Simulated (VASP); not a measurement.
These are eigenvalue-self-consistent GW0 on PBE orbitals, VASP's PBE PAW potentials (set 64) (plane waves; VASP) values and carry that method's errors.

VASP input:

**KPOINTS**
```
K-points
0
G
 4 4 4
```

### INCAR
```
! general
SYSTEM       =  MgSe
PREC         =  Normal
ENCUT        =  500
LREAL        =  .FALSE.
LASPH        =  .TRUE.   ! aspherical one-centre terms
NBANDS       =  160

! electronic loop
ALGO         =  EVGW0

! smearing
ISMEAR       =  0
SIGMA        =  0.01   ! width (eV)

! functional
GGA          =  PE   ! PBE

! output
LWAVE        =  .FALSE.
LCHARG       =  .FALSE.

! other
NELMGW       =  4
NOMEGA       =  64
ENCUTGW      =  200
NBANDSGW     =  16
LSPECTRALGW  =  .TRUE.
```

### POSCAR
```
MgSe
1
    0.0000000000     2.7300000000     2.7300000000
    2.7300000000     0.0000000000     2.7300000000
    2.7300000000     2.7300000000     0.0000000000
Mg Se
1 1
Direct
  0.0000000000   0.0000000000   0.0000000000
  0.5000000000   0.5000000000   0.5000000000
```

POTCAR, in this order: Mg_sv_GW Se_GW (PBE.64 set). Program: vasp_std. Read from the step before: WAVECAR, WAVEDER.

The resulting files:

### OSZICAR
```
energies w=
    0.000    0.000    0.825    0.000    1.648    0.000    2.467    0.000
    3.281    0.000    4.089    0.000    4.888    0.000    5.679    0.000
    6.459    0.000    7.230    0.000    7.990    0.000    8.739    0.000
    9.478    0.000   10.208    0.000   10.928    0.000   11.640    0.000
   12.345    0.000   13.043    0.000   13.735    0.000   14.424    0.000
   15.109    0.000   15.793    0.000   16.477    0.000   17.162    0.000
   17.850    0.000   18.543    0.000   19.243    0.000   19.951    0.000
   20.670    0.000   21.402    0.000   22.149    0.000   22.913    0.000
   23.699    0.000   24.508    0.000   25.344    0.000   26.212    0.000
   27.115    0.000   28.058    0.000   29.048    0.000   30.090    0.000
   31.192    0.000   32.362    0.000   33.610    0.000   34.948    0.000
   36.389    0.000   37.949    0.000   39.650    0.000   41.513    0.000
   43.568    0.000   45.850    0.000   48.405    0.000   51.289    0.000
   54.573    0.000   58.354    0.000   62.756    0.000   67.950    0.000
   74.174    0.000   81.767    0.000   91.236    0.000  103.368    0.000
  119.453    0.000  141.771    0.000  174.760    0.000  228.361    0.000
NQ=   1    0.0000    0.0000    0.0000,
 performed        196000 updates of chi_q(r,r)
NQ=   2    0.2500    0.0000    0.0000,
 performed        576000 updates of chi_q(r,r)
NQ=   3    0.5000    0.0000    0.0000,
 performed        864000 updates of chi_q(r,r)
NQ=   4    0.2500    0.2500    0.0000,
 performed       1209000 updates of chi_q(r,r)
NQ=   5    0.5000    0.2500    0.0000,
 performed       1671000 updates of chi_q(r,r)
NQ=   6   -0.2500    0.2500    0.0000,
 performed       2082000 updates of chi_q(r,r)
NQ=   7    0.5000    0.5000    0.0000,
 performed       2350000 updates of chi_q(r,r)
NQ=   8   -0.2500    0.5000    0.2500,
 performed       2700000 updates of chi_q(r,r)
 resolving degeneracies of screened two electron integrals
NQ=   1    0.0000    0.0000    0.0000,
 performed        196000 updates of chi_q(r,r)
NQ=   2    0.2500    0.0000    0.0000,
 performed        576000 updates of chi_q(r,r)
NQ=   3    0.5000    0.0000    0.0000,
 performed        864000 updates of chi_q(r,r)
NQ=   4    0.2500    0.2500    0.0000,
 performed       1209000 updates of chi_q(r,r)
NQ=   5    0.5000    0.2500    0.0000,
 performed       1671000 updates of chi_q(r,r)
NQ=   6   -0.2500    0.2500    0.0000,
 performed       2082000 updates of chi_q(r,r)
NQ=   7    0.5000    0.5000    0.0000,
 performed       2350000 updates of chi_q(r,r)
NQ=   8   -0.2500    0.5000    0.2500,
 performed       2700000 updates of chi_q(r,r)
 resolving degeneracies of screened two electron integrals
NQ=   1    0.0000    0.0000    0.0000,
 performed        196000 updates of chi_q(r,r)
NQ=   2    0.2500    0.0000    0.0000,
 performed        576000 updates of chi_q(r,r)
NQ=   3    0.5000    0.0000    0.0000,
 performed        864000 updates of chi_q(r,r)
NQ=   4    0.2500    0.2500    0.0000,
 performed       1209000 updates of chi_q(r,r)
NQ=   5    0.5000    0.2500    0.0000,
 performed       1671000 updates of chi_q(r,r)
NQ=   6   -0.2500    0.2500    0.0000,
 performed       2082000 updates of chi_q(r,r)
NQ=   7    0.5000    0.5000    0.0000,
 performed       2350000 updates of chi_q(r,r)
NQ=   8   -0.2500    0.5000    0.2500,
 performed       2700000 updates of chi_q(r,r)
 resolving degeneracies of screened two electron integrals
NQ=   1    0.0000    0.0000    0.0000,
 performed        196000 updates of chi_q(r,r)
NQ=   2    0.2500    0.0000    0.0000,
 performed        576000 updates of chi_q(r,r)
NQ=   3    0.5000    0.0000    0.0000,
 performed        864000 updates of chi_q(r,r)
NQ=   4    0.2500    0.2500    0.0000,
 performed       1209000 updates of chi_q(r,r)
NQ=   5    0.5000    0.2500    0.0000,
 performed       1671000 updates of chi_q(r,r)
NQ=   6   -0.2500    0.2500    0.0000,
 performed       2082000 updates of chi_q(r,r)
NQ=   7    0.5000    0.5000    0.0000,
 performed       2350000 updates of chi_q(r,r)
NQ=   8   -0.2500    0.5000    0.2500,
 performed       2700000 updates of chi_q(r,r)
 resolving degeneracies of screened two electron integrals
```

OUTCAR:
```


 k-point   1 :       0.0000    0.0000    0.0000
  band No. old QP-enery  QP-energies   sigma(KS)   T+V_ion+V_H  V^pw_x(r,r')   Z            occupation Imag(sigma)

      1     -84.8551     -85.0498     -46.9448     -38.1814     -56.4691       0.7183       2.0000       0.7316
      2     -46.1866     -46.2910     -40.7738      -5.5543     -48.6185       0.7380       2.0000       0.5000
      3     -46.1866     -46.2910     -40.7738      -5.5543     -48.6185       0.7380       2.0000       0.5000
      4     -46.1866     -46.2910     -40.7738      -5.5543     -48.6185       0.7380       2.0000       0.5000
      5     -10.8663     -10.8824     -13.6273       2.7386     -19.8360       0.7162       2.0000       1.7730
      6       2.3519       2.3459     -13.4482      15.7924     -14.9599       0.7798       2.0000       0.2269
      7       2.3519       2.3459     -13.4482      15.7924     -14.9599       0.7798       2.0000       0.2269
      8       2.3519       2.3459     -13.4482      15.7924     -14.9599       0.7798       2.0000       0.2269
      9       6.5491       6.5485      -9.9549      16.5032      -6.0178       0.7990       0.0000      -0.2419
     10      11.2219      11.2223      -8.3447      19.5670      -3.9435       0.7923       0.0000      -0.3247
     11      11.2219      11.2223      -8.3447      19.5670      -3.9435       0.7923       0.0000      -0.3247
     12      11.2219      11.2223      -8.3447      19.5670      -3.9435       0.7923       0.0000      -0.3247
     13      13.9029      13.9033      -9.1679      23.0713      -4.2874       0.7823       0.0000      -0.4537
     14      13.9029      13.9033      -9.1679      23.0713      -4.2874       0.7823       0.0000      -0.4537
     15      14.5630      14.5638      -7.0153      21.5794      -1.8417       0.7815       0.0000      -0.5614
     16      15.2040      15.2051      -9.5294      24.7349      -3.8166       0.7698       0.0000      -0.7640

 k-point   2 :       0.2500    0.0000    0.0000
  band No. old QP-enery  QP-energies   sigma(KS)   T+V_ion+V_H  V^pw_x(r,r')   Z            occupation Imag(sigma)

      1     -84.8632     -85.0471     -46.9416     -38.1810     -56.4688       0.7090       2.0000       0.7324
      2     -46.1880     -46.2918     -40.7722      -5.5571     -48.6166       0.7345       2.0000       0.5000
      3     -46.1880     -46.2918     -40.7722      -5.5571     -48.6166       0.7345       2.0000       0.5000
      4     -46.1880     -46.2918     -40.7722      -5.5571     -48.6166       0.7345       2.0000       0.5000
      5     -10.3155     -10.3312     -13.8148       3.4775     -19.8760       0.7204       2.0000       1.6739
      6      -0.7876      -0.7952     -12.2859      11.4883     -14.4537       0.7644       2.0000       0.3518
      7       2.0054       1.9992     -13.2394      15.2369     -14.8128       0.7785       2.0000       0.2357
      8       2.0054       1.9992     -13.2394      15.2369     -14.8128       0.7785       2.0000       0.2357
      9       8.0010       8.0007      -9.3203      17.3209      -5.2820       0.7971       0.0000      -0.2638
     10      10.9843      10.9846      -9.1206      20.1054      -4.6394       0.7873       0.0000      -0.3502
     11      10.9843      10.9846      -9.1206      20.1054      -4.6394       0.7873       0.0000      -0.3502
     12      11.7089      11.7091      -9.9650      21.6742      -5.2383       0.7796       0.0000      -0.3968
     13      13.4557      13.4563      -8.7693      22.2258      -3.8656       0.7831       0.0000      -0.4586
     14      13.4557      13.4563      -8.7693      22.2258      -3.8656       0.7831       0.0000      -0.4586
     15      13.8788      13.8798      -8.6663      22.5463      -3.2708       0.7755       0.0000      -0.6052
     16      19.2017      19.2025      -7.6991      26.9018      -2.0722       0.7883       0.0000      -0.8886

 k-point   3 :       0.5000    0.0000    0.0000
  band No. old QP-enery  QP-energies   sigma(KS)   T+V_ion+V_H  V^pw_x(r,r')   Z            occupation Imag(sigma)

      1     -84.8557     -85.0500     -46.9450     -38.1813     -56.4700       0.7182       2.0000       0.7319
      2     -46.1879     -46.2958     -40.7666      -5.5680     -48.6104       0.7356       2.0000       0.4999
      3     -46.1879     -46.2917     -40.7733      -5.5557     -48.6171       0.7356       2.0000       0.4999
      4     -46.1879     -46.2917     -40.7733      -5.5557     -48.6171       0.7356       2.0000       0.4999
      5      -9.5975      -9.6127     -14.1586       4.5399     -20.0224       0.7196       2.0000       1.5299
      6      -2.8917      -2.9010     -11.7643       8.8601     -14.7145       0.7478       2.0000       0.5410
      7       1.7136       1.7072     -13.1107      14.8162     -14.7607       0.7767       2.0000       0.2457
      8       1.7136       1.7072     -13.1107      14.8162     -14.7607       0.7767       2.0000       0.2457
      9       7.6441       7.6438      -8.7823      16.4260      -4.8526       0.8019       0.0000      -0.2536
     10      10.0154      10.0156      -9.2433      19.2589      -4.9457       0.7903       0.0000      -0.3171
     11      10.0154      10.0156      -9.2433      19.2589      -4.9457       0.7903       0.0000      -0.3171
     12      12.6279      12.6286      -9.9483      22.5772      -4.5686       0.7709       0.0000      -0.5583
     13      15.3302      15.3312      -9.3143      24.6458      -3.7842       0.7675       0.0000      -0.6581
     14      17.6992      17.7004      -8.2467      25.9475      -2.4964       0.7802       0.0000      -0.8544
     15      17.6992      17.7004      -8.2467      25.9475      -2.4964       0.7802       0.0000      -0.8544
     16      18.2093      18.2099      -9.6829      27.8929      -4.0968       0.7810       0.0000      -0.7750

 k-point   4 :       0.2500    0.2500    0.0000
  band No. old QP-enery  QP-energies   sigma(KS)   T+V_ion+V_H  V^pw_x(r,r')   Z            occupation Imag(sigma)

      1     -84.8616     -85.0473     -46.9422     -38.1810     -56.4688       0.7102       2.0000       0.7323
      2     -46.1877     -46.2926     -40.7721      -5.5580     -48.6164       0.7366       2.0000       0.5001
      3     -46.1877     -46.2926     -40.7721      -5.5580     -48.6164       0.7366       2.0000       0.5001
      4     -46.1877     -46.2926     -40.7721      -5.5580     -48.6164       0.7366       2.0000       0.5001
      5     -10.1408     -10.1561     -13.8654       3.7034     -19.8799       0.7226       2.0000       1.6428
      6      -0.4797      -0.4871     -12.3401      11.8507     -14.3851       0.7655       2.0000       0.3291
      7       1.2376       1.2311     -12.9506      14.1797     -14.7002       0.7746       2.0000       0.2604
      8       1.2376       1.2311     -12.9506      14.1797     -14.7002       0.7746       2.0000       0.2604
      9       7.9421       7.9416      -9.8569      17.7984      -5.8001       0.7939       0.0000      -0.2723
     10       8.8206       8.8205      -7.9352      16.7557      -3.8735       0.8017       0.0000      -0.2719
     11      11.4417      11.4421     -10.0599      21.5020      -5.3440       0.7776       0.0000      -0.3916
     12      13.5372      13.5379      -9.4122      22.9503      -4.4324       0.7781       0.0000      -0.4789
     13      13.5372      13.5379      -9.4122      22.9503      -4.4324       0.7781       0.0000      -0.4789
     14      14.9199      14.9205      -9.2853      24.2060      -4.1987       0.7814       0.0000      -0.5319
     15      17.3882      17.3893      -8.9702      26.3599      -3.2143       0.7789       0.0000      -0.8616
     16      17.3882      17.3893      -8.9702      26.3599      -3.2143       0.7789       0.0000      -0.8616

 k-point   5 :       0.5000    0.2500    0.0000
  band No. old QP-enery  QP-energies   sigma(KS)   T+V_ion+V_H  V^pw_x(r,r')   Z            occupation Imag(sigma)

      1     -84.8597     -85.0488     -46.9428     -38.1808     -56.4691       0.7163       2.0000       0.7322
      2     -46.1884     -46.2934     -40.7709      -5.5608     -48.6148       0.7332       2.0000       0.5003
      3     -46.1884     -46.2934     -40.7709      -5.5608     -48.6148       0.7332       2.0000       0.5003
      4     -46.1884     -46.2934     -40.7709      -5.5608     -48.6148       0.7332       2.0000       0.5003
      5      -9.4336      -9.4484     -14.1935       4.7394     -20.0104       0.7226       2.0000       1.4990
      6      -2.0603      -2.0690     -11.9308       9.8590     -14.5807       0.7546       2.0000       0.4552
      7      -0.0809      -0.0881     -12.2938      12.2034     -14.2949       0.7685       2.0000       0.3118
      8       0.9889       0.9821     -12.8660      13.8462     -14.6813       0.7731       2.0000       0.2700
      9       7.3604       7.3599      -9.3435      16.7033      -5.4061       0.7974       0.0000      -0.2572
     10      10.1168      10.1168      -9.3286      19.4454      -5.0373       0.7893       0.0000      -0.3134
     11      12.0504      12.0509      -9.2341      21.2852      -4.4547       0.7806       0.0000      -0.4098
     12      12.2121      12.2126      -9.6189      21.8316      -4.8479       0.7799       0.0000      -0.4209
     13      15.6576      15.6587     -10.3175      25.9766      -4.5784       0.7667       0.0000      -0.7618
     14      17.6346      17.6357      -8.2922      25.9282      -2.6213       0.7816       0.0000      -0.8262
     15      18.0179      18.0187      -8.8185      26.8374      -3.1956       0.7807       0.0000      -0.7979
     16      19.1921      19.1930      -9.2922      28.4854      -3.4268       0.7826       0.0000      -0.9429

 k-point   6 :      -0.2500    0.2500    0.0000
  band No. old QP-enery  QP-energies   sigma(KS)   T+V_ion+V_H  V^pw_x(r,r')   Z            occupation Imag(sigma)

      1     -84.8613     -85.0476     -46.9423     -38.1808     -56.4690       0.7116       2.0000       0.7324
      2     -46.1885     -46.2923     -40.7711      -5.5599     -48.6151       0.7286       2.0000       0.5001
      3     -46.1885     -46.2923     -40.7711      -5.5599     -48.6151       0.7286       2.0000       0.5001
      4     -46.1885     -46.2923     -40.7711      -5.5599     -48.6151       0.7286       2.0000       0.5001
      5      -9.6628      -9.6780     -14.0891       4.4052     -19.9720       0.7200       2.0000       1.5459
...
```
(Selected blocks of OUTCAR.)

The mesh is coarse and the basis finite, so the quasiparticle values are not converged. VASP warned that its frequency grid is unfit for quasiparticle energies.

The compound is MgSe in the rock salt structure. The cell was not relaxed at this level. The k-mesh is coarse (spacing up to 0.50 per Å, 2π included), so the numbers may not be converged in it.
